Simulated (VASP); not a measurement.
The system is AlB2C2.

```
CELL_PARAMETERS angstrom
3.37067 0.00000 0.00000
-1.68534 2.91909 0.00000
0.00000 0.00000 5.68740
ATOMIC_POSITIONS crystal
Al 0.00000 0.00000 0.50000
B 0.33333 0.66667 0.50000
B 0.66667 0.33333 0.50000
C 0.33333 0.66667 0.00000
C 0.66667 0.33333 0.00000
```

The cell was built by a generator and needn't be a form met in nature.

The cell isn't the ideal one: random cell by space group and Wyckoff sites (P6/mmm, No. 191).

```yaml
Program: VASP 6.6.1
Task: relaxation of cell and atoms
Functional: PBE
Potentials_or_basis: VASP PAW PBE potentials, release 64 (Al, B, C)
Cutoff: 600 eV
k_mesh: 6 × 6 × 4
Occupations: gaussian, width 0.1 eV
Spin: no spin polarisation
```

At the start: pressure -5.6 GPa; volume 11.19 Å³/atom.

Task: Where does the relaxation end?

Result: Over 40 steps the energy falls by 1351.3 meV/atom and the volume is 11.10 Å³/atom (-0.8 %); space group P6/mmm (No. 191, to 0.05 Å).

Step by step:
| step | energy change (eV) | largest force (eV/Å) | pressure (GPa) | volume (Å³) |
| --- | --- | --- | --- | --- |
| 1 | 0.0000 | 0.0000 | -5.61 | 55.96 |
| 2 | -0.0506 | 0.0000 | 0.32 | 52.84 |
| 3 | -0.0508 | 0.0000 | -0.03 | 53.03 |
| 4 | -0.0632 | 0.0000 | 0.17 | 52.75 |
| 5 | -0.0762 | 0.0000 | -0.28 | 52.39 |
| 6 | -0.1006 | 0.0000 | -0.94 | 51.66 |
| 7 | -0.2477 | 0.0000 | -2.38 | 50.12 |
| 8 | -0.8429 | 0.0000 | -1.59 | 46.75 |
| 9 | -2.3685 | 0.0000 | 23.21 | 38.80 |
| 10 | -2.4022 | 0.0000 | 12.66 | 40.53 |
| 11 | -2.4076 | 0.0000 | 18.05 | 39.59 |
| 12 | -2.4004 | 0.0000 | 20.07 | 39.26 |
| 13 | -2.4015 | 0.0000 | 20.17 | 39.24 |
| 14 | -2.4040 | 0.0000 | 20.49 | 39.20 |
| 15 | -2.4053 | 0.0000 | 21.17 | 39.11 |
| 16 | -2.4084 | 0.0000 | 21.03 | 39.13 |
| 17 | -2.4175 | 0.0000 | 20.61 | 39.19 |
| 18 | -2.4354 | 0.0000 | 19.78 | 39.32 |
| 19 | -2.4689 | 0.0000 | 18.14 | 39.59 |
| 20 | -2.5277 | 0.0000 | 15.00 | 40.12 |
| 21 | -2.6147 | 0.0000 | 9.23 | 41.19 |
| 22 | -2.6858 | 0.0000 | -0.49 | 43.39 |
| 23 | -2.6863 | 0.0000 | -1.31 | 43.59 |
| 24 | -2.6906 | 0.0000 | -1.31 | 43.59 |
| 25 | -2.7076 | 0.0000 | -1.49 | 43.58 |
| 26 | -2.7733 | 0.0000 | -1.81 | 43.54 |
| 27 | -3.0320 | 0.0000 | -1.65 | 43.44 |
| 28 | -3.8355 | 0.0000 | 1.40 | 43.08 |
| 29 | -5.1720 | 0.0000 | 31.90 | 41.77 |
| 30 | -5.1619 | 0.0000 | 45.95 | 41.36 |
| 31 | -5.1817 | 0.0000 | 43.18 | 41.45 |
| 32 | -5.2796 | 0.0000 | 40.55 | 41.82 |
| 33 | -5.5423 | 0.0000 | 33.06 | 42.95 |
| 34 | -5.9340 | 0.0000 | 19.78 | 45.27 |
| 35 | -6.2455 | 0.0000 | -0.58 | 50.17 |
| 36 | -6.4502 | 0.0000 | 0.00 | 51.04 |
| 37 | -6.7356 | 0.0000 | 4.23 | 53.60 |
| 38 | -6.7356 | 0.0000 | 4.41 | 53.68 |
| 39 | -6.7504 | 0.0000 | 2.36 | 54.49 |
| 40 | -6.7567 | 0.0000 | -0.11 | 55.52 |

Final structure:
```cif
data_structure
_symmetry_space_group_name_H-M 'P 1'
_symmetry_Int_Tables_number 1
_cell_length_a 4.7659
_cell_length_b 4.7659
_cell_length_c 2.8226
_cell_angle_alpha 90.000
_cell_angle_beta 90.000
_cell_angle_gamma 120.000
_cell_volume 55.52
loop_
_atom_site_label
_atom_site_type_symbol
_atom_site_fract_x
_atom_site_fract_y
_atom_site_fract_z
_atom_site_occupancy
Al1 Al 0.00000 0.00000 0.50000 1
B1 B 0.33333 0.66667 0.50000 1
B2 B 0.66667 0.33333 0.50000 1
C1 C 0.33333 0.66667 0.00000 1
C2 C 0.66667 0.33333 0.00000 1
```
